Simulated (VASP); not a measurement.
An input for Quantum ESPRESSO's pw.x (written as the equivalent of a VASP run, and not itself run):

```
&CONTROL
  calculation = 'vc-relax'
  pseudo_dir = './pseudo'
  outdir = './out'
  tprnfor = .true.
  tstress = .true.
  nstep = 60
  forc_conv_thr = 0.00039
/
&SYSTEM
  ibrav = 0
  nat = 2
  ntyp = 2
  ecutwfc = 92
  occupations = 'smearing'
  smearing = 'methfessel-paxton'
  degauss = 0.00735
  input_dft = 'vdw-df2'
/
&ELECTRONS
  conv_thr = 7.3e-08
  electron_maxstep = 100
/
&IONS
/
&CELL
/
ATOMIC_SPECIES
  Zn 65.380 Zn.upf
  Cu 63.546 Cu.upf
CELL_PARAMETERS angstrom
     3.0692003    0.0000000   -0.0000000
     0.0000000    3.0692003    0.0000000
    -0.0000000   -0.0000000    3.0692003
ATOMIC_POSITIONS crystal
  Zn   0.5000000  0.5000000  0.5000000
  Cu   0.0000000  0.0000000  0.0000000
K_POINTS automatic
  11 11 11 0 0 0
```

**Question.** Write the VASP files for the same calculation (vdW-DF2).

**Answer.** This is not unique; one that fits is 
INCAR:
```
AGGAC  =  0.0
ALGO  =  Normal
EDIFF  =  1E-6
EDIFFG  =  -0.01
ENCUT  =  520
GGA  =  ML
IBRION  =  2
ISIF  =  3
ISMEAR  =  1
LASPH  =  T
LCHARG  =  F
LMAXMIX  =  4
LREAL  =  F
LUSE_VDW  =  T
LWAVE  =  F
NELM  =  100
NSW  =  60
PREC  =  Accurate
SIGMA  =  0.1
SYSTEM  =  CuZn
ZAB_VDW  =  -1.8867
```

### KPOINTS
```
K-points
0
gamma
11 11 11
0 0 0
```

File POSCAR:
```
CuZn
1
    3.0692003392     0.0000000000    -0.0000000000
    0.0000000000     3.0692003392     0.0000000000
   -0.0000000000    -0.0000000000     3.0692003392
Zn Cu
1 1
Direct
  0.5000000000   0.5000000000   0.5000000000
  0.0000000000   0.0000000000   0.0000000000
```

POTCAR, in this order: Zn Cu (PBE.64 set). Program: vasp_std.

What does not carry over: the potentials are each code's own (VASP's PAW set, PseudoDojo norm-conserving files in pw.x), so ENCUT and ecutwfc are chosen apart and not converted; conv_thr bounds pw.x's estimated SCF error, while EDIFF bounds the energy change between steps; forc_conv_thr acts on force components and is met together with etot_conv_thr.

The compound is CuZn in the CsCl type structure. It was relaxed first, which changed the volume by +13 %. The start is the result of an earlier pass.
